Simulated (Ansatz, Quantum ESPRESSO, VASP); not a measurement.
## Code comparison for YAl3 (Pm-3m, 4 atoms in the cell)

Self-consistent single point.

```yaml
crystal:
  lattice:
    - [4.20441, 0.00000, 0.00000]
    - [0.00000, 4.20441, 0.00000]
    - [0.00000, 0.00000, 4.20441]
  atoms:
    - { symbol: Y, position: [0.00000, 0.00000, 0.00000] }
    - { symbol: Al, position: [0.00000, 0.50000, 0.50000] }
    - { symbol: Al, position: [0.50000, 0.00000, 0.50000] }
    - { symbol: Al, position: [0.50000, 0.50000, 0.00000] }
```

Shared settings, as Ansatz (an electronic-structure program) writes them: kpoints.mp_grid.grid = 6 6 6; magnetization.spin_orbit = true; scf.occupations.method = fermi_dirac; scf.occupations.width = 0.1 eV. Potentials and cutoffs stand in the table.

| code | model | pressure (GPa) | cutoff |
|---|---|---|---|
| VASP | LDA (PZ), spin-orbit coupling, VASP's LDA PAW potentials (set 64) | -1.20 | 300 eV |
| Quantum ESPRESSO | LDA (PZ), spin-orbit coupling, PSlibrary fully relativistic PAW (LDA) pseudopotentials | -1.08 | 45 Ry |
| Ansatz | LDA (PW92) with spin-orbit coupling, PAW files made with PBE | -1.08 | default |

The spread over the programs that give each value: pressure within 0.12 GPa.

Ansatz's pressure is given at a fixed set of plane waves, as the other plane-wave codes print theirs. The same LDA comes in different parametrisations, which differ slightly.

VASP's run is marked for a possible Pulay error in its stress at this cutoff; no cutoff test was made.

The starting cell comes from a database of computed structures (which also holds hypothetical and non-ambient phases and stackings), without a prior relaxation at this level. Its lattice was rescaled by a random factor within 2.5 % of one.

Left out of this page: Elk and FLEUR (not drawn, or without a comparable value).

Keys are those of Ansatz 0.2.
